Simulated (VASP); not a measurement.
An input for Quantum ESPRESSO's pw.x (written as the equivalent of a VASP run, and not itself run):

```
&CONTROL
  calculation = 'vc-relax'
  pseudo_dir = './pseudo'
  outdir = './out'
  tprnfor = .true.
  tstress = .true.
  nstep = 60
  forc_conv_thr = 0.00078
/
&SYSTEM
  ibrav = 0
  nat = 5
  ntyp = 2
  ecutwfc = 84
  occupations = 'smearing'
  smearing = 'methfessel-paxton'
  degauss = 0.00735
  input_dft = 'pz'
/
&ELECTRONS
  conv_thr = 7.3e-08
  electron_maxstep = 100
/
&IONS
/
&CELL
/
ATOMIC_SPECIES
  Mg 24.305 Mg.upf
  Sb 121.760 Sb.upf
CELL_PARAMETERS angstrom
     2.2537867   -3.9036732   -0.0000000
     2.2537867    3.9036732   -0.0000000
     0.0000000    0.0000000    7.0854232
ATOMIC_POSITIONS crystal
  Mg   0.0000000  0.0000000  0.0000000
  Mg   0.3333330  0.6666670  0.6338489
  Mg   0.6666670  0.3333330  0.3661511
  Sb   0.3333330  0.6666670  0.2242691
  Sb   0.6666670  0.3333330  0.7757309
K_POINTS automatic
  7 7 4 0 0 0
```

Question: Translate this input to VASP (INCAR, KPOINTS, POSCAR, choice of POTCAR).

Answer: Several could match; the one computed here: 
POSCAR:
```
Mg3Sb2
1
    2.2537866954    -3.9036732190    -0.0000000000
    2.2537866954     3.9036732190    -0.0000000000
    0.0000000000     0.0000000000     7.0854232289
Mg Sb
3 2
Direct
  0.0000000000   0.0000000000   0.0000000000
  0.3333330000   0.6666670000   0.6338489376
  0.6666670000   0.3333330000   0.3661510624
  0.3333330000   0.6666670000   0.2242690607
  0.6666670000   0.3333330000   0.7757309393
```

### KPOINTS
```
Automatic
0
gamma
 7 7 4
0 0 0
```

INCAR:
```
SYSTEM = Mg3Sb2
PREC = Accurate; ENCUT = 520; LREAL = F
LASPH = T
EDIFF = 1E-6; NELM = 100; ALGO = Normal
LMAXMIX = 4
ISMEAR = 1; SIGMA = 0.1
IBRION = 2; NSW = 60; ISIF = 3
EDIFFG = -0.02
LWAVE = F; LCHARG = F
```

POTCAR, in this order: Mg Sb (LDA.64 set). Program: vasp_std.

The two are equivalent in intent, not identical: the potentials are each code's own (VASP's PAW set, PseudoDojo norm-conserving files in pw.x), so ENCUT and ecutwfc are chosen apart and not converted; conv_thr bounds pw.x's estimated SCF error, while EDIFF bounds the energy change between steps; forc_conv_thr acts on force components and is met together with etot_conv_thr.

The compound is Mg3Sb2 in the a-la2o3 structure. This run relaxes it. Symmetry was kept, so distortions that lower it aren't found. The start is the result of an earlier pass.
